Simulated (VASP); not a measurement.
Set up this calculation in VASP 6.6.1, as the native input.

```yaml
Task: single point
Functional: PBE
Potentials_or_basis: VASP PAW PBE potentials, release 64 (Pm, Te)
Cutoff: 520 eV
k_mesh: 5 × 5 × 5
Occupations: gaussian, width 0.05 eV
Spin: collinear spin, ferromagnetic start
Starting_moments: "[4.0, 0.0] μB"
Fixed_moment: 1 μB
Hubbard_terms: Pm f U = 3 eV
Further_INCAR_settings: ALGO = Fast; EDIFF = 1e-06; NBANDS = 22
```

The structure of PmTe lies in POSCAR:

```
PmTe
1.0
    4.1812492200      0.0000000000      0.0000000000
   -2.0906246100      3.6210680400      0.0000000000
    0.0000000000      0.0000000000      4.0806920800
Pm Te
1 1
Direct
    0.0000000000      0.0000000000      0.0000000000
    0.6666666667      0.3333333333      0.5000000000
```

The cell comes from a database or a generator and needn't be the stable form of this composition.

The input as run:

INCAR

```
SYSTEM = PmTe
ALGO = Fast
EDIFF = 1E-6
ENCUT = 520
GGA = PE
ISIF = 2
ISMEAR = 0
ISPIN = 2
LASPH = .TRUE.
LCHARG = .FALSE.
LDAU = .TRUE.
LDAUJ = 0 0
LDAUL = 3 -1
LDAUPRINT = 1
LDAUTYPE = 2
LDAUU = 3 0
LMAXMIX = 6
LORBIT = 11
LREAL = .FALSE.
LWAVE = .FALSE.
MAGMOM = 4 0
NBANDS = 22
NELM = 150
NUPDOWN = 1
PREC = Accurate
SIGMA = 0.05
```

KPOINTS

```
k-points
0
G
  5 5 5
  0 0 0
```

Potentials or basis: VASP PAW PBE potentials, release 64 (Pm, Te).

Run with:

```bash
$ cat potpaw_PBE.64/Pm/POTCAR potpaw_PBE.64/Te/POTCAR > POTCAR
$ mpirun -np 1 vasp_std > vasp.out
```

Results of the run:

```
Pressure                                              : 4.5 GPa
Net moment                                            : 1.00 μB per cell
Site moments                                          : Pm +1.42; Te +0.00 μB
Valence electrons inside the program's atomic spheres : Pm 12.35; Te 3.52
```

Caveat: the magnetic or orbital state may not be the lowest; the moment is held away from its start; the total moment is fixed, so each spin has its own Fermi level; the U is typed as a test and isn't derived for this compound.

It took 88 s on 1 thread of Intel(R) Xeon(R) Platinum 8488C (Sapphire Rapids), with other jobs on the host, peak memory 0.23 GiB.
